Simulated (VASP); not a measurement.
Input of a VASP 6.6.1 run:

File INCAR:

```
  PREC = Accurate
  ENCUT = 520
  EDIFF = 1E-7
  ISMEAR = -1
  SIGMA = 0.05
  LREAL = F
  LASPH = T
  NELM = 60
  ALGO = Normal
  ISIF = 2
  LWAVE = F
  LCHARG = T
  GGA = PE
  LELF = T
  LVHAR = T
  NBANDS = 20
```

KPOINTS

```
regular mesh
0
Gamma
  6 6 6
```

File POSCAR:

```
BeCl3
1.0
    3.6042760500      2.0809297500      2.5049783100
   -3.6042760500      2.0809297500      2.5049783100
    0.0000000000     -4.1618595000      2.5049783100
Be Cl
1 3
Direct
    0.5000000000      0.5000000000      0.5000000000
    0.0000000000      0.0000000000      0.0000000000
    0.2438947800      0.2438947800      0.2438947800
    0.7561052200      0.7561052200      0.7561052200
```

Potentials or basis: VASP PAW PBE potentials, release 64 (Be, Cl).

Command:

```console
$ cat potpaw_PBE.64/Be/POTCAR potpaw_PBE.64/Cl/POTCAR > POTCAR
$ mpirun -np 1 vasp_std > vasp.out
```

What does it give for the pressure?

22.7 GPa.

Predict the largest force.

11.097 eV/Å.

What does it give for the band gap on the k mesh?

None (metal or under the smearing width).

Forces in eV/Å, atoms in the order of the input:
```
Be    0.000   0.000   0.000
Cl    0.000   0.000   0.000
Cl    0.000   0.000  11.097
Cl    0.000   0.000 -11.097
```

Caveat: so large a pressure means that the cell lies far from this level's equilibrium, or that cutoff or potentials fall short; an odd number of electrons without spin polarisation forces a metal; a magnetic or distorted state may lie lower.
